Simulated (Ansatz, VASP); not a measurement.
# CdRe3C: VASP beside Ansatz

The input INCAR:

```
SYSTEM = CdRe3C
PREC     = Accurate       ! precision mode
ENCUT    = 600            ! plane-wave cutoff, eV
EDIFF    = 1E-7           ! SCF threshold, eV
ISMEAR   = 0              ! smearing method
SIGMA    = 0.1            ! smearing width, eV
LREAL    = .FALSE.        ! projectors in reciprocal space
LASPH    = .TRUE.         ! aspherical terms in the spheres
NELM     = 100            ! most SCF steps
ALGO     = Normal         ! electronic algorithm
ISIF     = 3              ! what is computed and relaxed
LWAVE    = .FALSE.        ! write WAVECAR
LCHARG   = .FALSE.        ! write CHGCAR
GGA      = PE             ! functional
IBRION   = 2              ! ionic algorithm
NSW      = 100            ! ionic steps
EDIFFG   = -0.01          ! ionic threshold
```

File KPOINTS:

```
regular mesh
0
G
  10 10 10
  0 0 0
```

The input POSCAR:

```
CdRe3C
1.0
    4.1363243818      0.0000000000      0.0000000000
    0.0000000000      4.1363243818      0.0000000000
    0.0000000000      0.0000000000      4.1363243818
Cd Re C
1 3 1
Direct
    0.0000000000      0.0000000000      0.0000000000
    0.5000000000      0.0000000000      0.5000000000
    0.0000000000      0.5000000000      0.5000000000
    0.5000000000      0.5000000000      0.0000000000
    0.5000000000      0.5000000000      0.5000000000
```

Input for Ansatz:

```yaml
crystal:
  lattice:
    - [4.1363243818, 0.0, 0.0]
    - [0.0, 4.1363243818, 0.0]
    - [0.0, 0.0, 4.1363243818]
  atoms:
    - { symbol: Cd, position: [0.0, 0.0, 0.0] }
    - { symbol: Re, position: [0.5, 0.0, 0.5] }
    - { symbol: Re, position: [0.0, 0.5, 0.5] }
    - { symbol: Re, position: [0.5, 0.5, 0.0] }
    - { symbol: C, position: [0.5, 0.5, 0.5] }
basis:
  ecutwfc: 420
kpoints:
  mp_grid: { grid: [10, 10, 10] }
hamiltonian:
  xc: pbe
scf:
  occupations: { method: gaussian, width: 0.1 }
output:
  forces: true
  stress: true
  eigenvalues: true
relax:
  adjacent_minimum: "off"
  f_tol: 0.01
  max_steps: 80
  cell: { stress_tol: 0.05 }
```

Change from the starting cell: species swapped into the Sc3SnB type (Pm-3m, No. 221).

Alike in both runs: task relaxation of cell and atoms; functional PBE; k mesh 10 × 10 × 10; occupations gaussian, width 0.1 eV; no spin polarisation.

```csv
,VASP,Ansatz
version,VASP 6.6.1,Ansatz 0.2.0
potentials or method,"VASP PAW PBE potentials, release 64 (Cd, Re, C)","scalar-relativistic, plane waves, PAW"
plane-wave cutoff (eV),600,420
valence electrons in the cell,37,69
```

```csv
,VASP,Ansatz,Ansatz less VASP
"gap on the k mesh at the Fermi level, each at its own relaxed structure (eV)",none,none,-
relaxed volume (Å³/atom),14.24,14.17,-0.076
relaxed cell length with the largest relative difference (Å),4.145,4.138,-0.0073
```

A gap of «none» marks a metal or a gap that the smearing closes. The two sets of potentials don't hold the same shells in valence.

Spin-orbit coupling is left out, which matters for the levels of Re.
